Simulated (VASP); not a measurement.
Computed with TPSS meta-GGA, VASP's PBE PAW potentials (set 64) (plane waves; VASP 6.6.1).

VASP input:

### INCAR
```
SYSTEM = HfC
PREC = Accurate
ENCUT = 520
EDIFF = 1E-7
NELM = 100
ALGO = Normal
LREAL = .FALSE.
LASPH = .TRUE.
ISMEAR = 1
SIGMA = 0.1
METAGGA = TPSS
LMIXTAU = .TRUE.
LMAXMIX = 6
LWAVE = .FALSE.
LCHARG = .FALSE.
ISIF = 2
```

File POSCAR:
```
HfC
1
    0.0000000000     2.2730578579     2.2730578579
    2.2730578579     0.0000000000     2.2730578579
    2.2730578579     2.2730578579     0.0000000000
Hf C
1 1
Direct
  0.0000000000   0.0000000000   0.0000000000
  0.5000000000   0.5000000000   0.5000000000
```

File KPOINTS:
```
Automatic mesh
0
Gamma
14 14 14
0 0 0
```

POTCAR, in this order: Hf_pv C (PBE.64 set). Program: vasp_std.

Output of the run:

### OSZICAR
```
       N       E                     dE             d eps       ncg     rms          rms(c)
DAV:   1     0.527422048891E+02    0.52742E+02   -0.88552E+03  2296   0.144E+03
DAV:   2    -0.137173542091E+02   -0.66460E+02   -0.62103E+02  3118   0.320E+02
DAV:   3    -0.167205984054E+02   -0.30032E+01   -0.29589E+01  3196   0.508E+01
DAV:   4    -0.167780025387E+02   -0.57404E-01   -0.57118E-01  3257   0.691E+00
DAV:   5    -0.167790091861E+02   -0.10066E-02   -0.10062E-02  3223   0.685E-01    0.739E+01
DAV:   6    -0.239782970389E+02   -0.71993E+01   -0.18481E+01  2450   0.440E+01    0.385E+01
DAV:   7     0.255560642588E+03    0.27954E+03   -0.13679E+05  2288   0.127E+06    0.180E+01
DAV:   8    -0.236509956097E+02   -0.27921E+03   -0.88575E+00  2303   0.346E+01    0.627E+00
DAV:   9    -0.243313319669E+02   -0.68034E+00   -0.33541E-01  2681   0.623E+00    0.410E+00
DAV:  10    -0.239771097550E+02    0.35422E+00   -0.58524E-01  2630   0.527E+00    0.551E+00
DAV:  11    -0.241173989090E+02   -0.14029E+00   -0.42469E-01  2530   0.379E+00    0.879E+00
DAV:  12    -0.243076794611E+02   -0.19028E+00   -0.24588E-01  2331   0.455E+00    0.166E+00
DAV:  13    -0.243103544361E+02   -0.26750E-02   -0.15384E-02  2728   0.106E+00    0.873E-01
DAV:  14    -0.243104363860E+02   -0.81950E-04   -0.10745E-04  2699   0.122E-01    0.903E-01
DAV:  15    -0.243102465634E+02    0.18982E-03   -0.47300E-04  2333   0.277E-01    0.722E-01
DAV:  16    -0.243097069813E+02    0.53958E-03   -0.16868E-03  2505   0.304E-01    0.441E-01
DAV:  17    -0.243097094463E+02   -0.24650E-05   -0.14042E-03  2705   0.211E-01    0.413E-01
DAV:  18    -0.243097251168E+02   -0.15670E-04   -0.21212E-05  2507   0.466E-02    0.400E-01
DAV:  19    -0.243097281593E+02   -0.30425E-05   -0.19053E-05  2504   0.413E-02    0.303E-01
DAV:  20    -0.243097294937E+02   -0.13344E-05   -0.24234E-06  2454   0.191E-02    0.267E-01
DAV:  21    -0.243097193279E+02    0.10166E-04   -0.81881E-06  2578   0.221E-02    0.235E-01
DAV:  22    -0.243097162730E+02    0.30549E-05   -0.13912E-05  2456   0.418E-02    0.997E-02
DAV:  23    -0.243097093445E+02    0.69285E-05   -0.36209E-06  2690   0.231E-02    0.452E-02
DAV:  24    -0.243097109796E+02   -0.16351E-05   -0.89590E-07  2682   0.954E-03    0.173E-02
DAV:  25    -0.243097086569E+02    0.23226E-05   -0.51972E-07  2434   0.613E-03    0.473E-03
DAV:  26    -0.243097102593E+02   -0.16024E-05   -0.94160E-08  1180   0.292E-03    0.747E-04
DAV:  27    -0.243097094658E+02    0.79350E-06   -0.22455E-08  1171   0.158E-03    0.277E-04
DAV:  28    -0.243097097204E+02   -0.25455E-06   -0.37663E-09  1165   0.556E-04    0.350E-04
DAV:  29    -0.243097096692E+02    0.51183E-07   -0.57020E-10  1162   0.202E-04
   1 F= -.24309710E+02 E0= -.24309678E+02  d E =-.963332E-04
```

### OUTCAR
```
------------------------ aborting loop because EDIFF is reached ----------------------------------------
  FORCE on cell =-STRESS in cart. coord.  units (eV):
  Direction    XX          YY          ZZ          XY          YZ          ZX
  --------------------------------------------------------------------------------------
  Total        2.4762251      2.4762251      2.4762251     -0.0000000      0.0000000     -0.0000000
  in kB      168.9037304    168.9037304    168.9037304     -0.0000000      0.0000000     -0.0000000
  external PRESSURE =     168.9037304 kB  Pullay stress =       0.0000000 kB
  volume of cell :       23.49
      direct lattice vectors                 reciprocal lattice vectors
     0.000000000  2.273057858  2.273057858    -0.219968004  0.219968004  0.219968004
     2.273057858  0.000000000  2.273057858     0.219968004 -0.219968004  0.219968004
     2.273057858  2.273057858  0.000000000     0.219968004  0.219968004 -0.219968004
 POSITION                                       TOTAL-FORCE (eV/Angst)
 -----------------------------------------------------------------------------------
      0.00000      0.00000      0.00000         0.000000     -0.000000     -0.000000
      2.27306      2.27306      2.27306        -0.000000      0.000000      0.000000
 -----------------------------------------------------------------------------------
    total drift:                                0.000000     -0.000000     -0.000000
  FREE ENERGIE OF THE ION-ELECTRON SYSTEM (eV)
  ---------------------------------------------------
  free  energy   TOTEN  =       -24.3097096692 eV

  energy  without entropy=      -24.3096133359  energy(sigma->0) =      -24.30967756
```
(Selected blocks of OUTCAR.)

The compound is HfC in the rock salt structure. This cell is one point of a volume scan, at 0.94 of the reference volume.
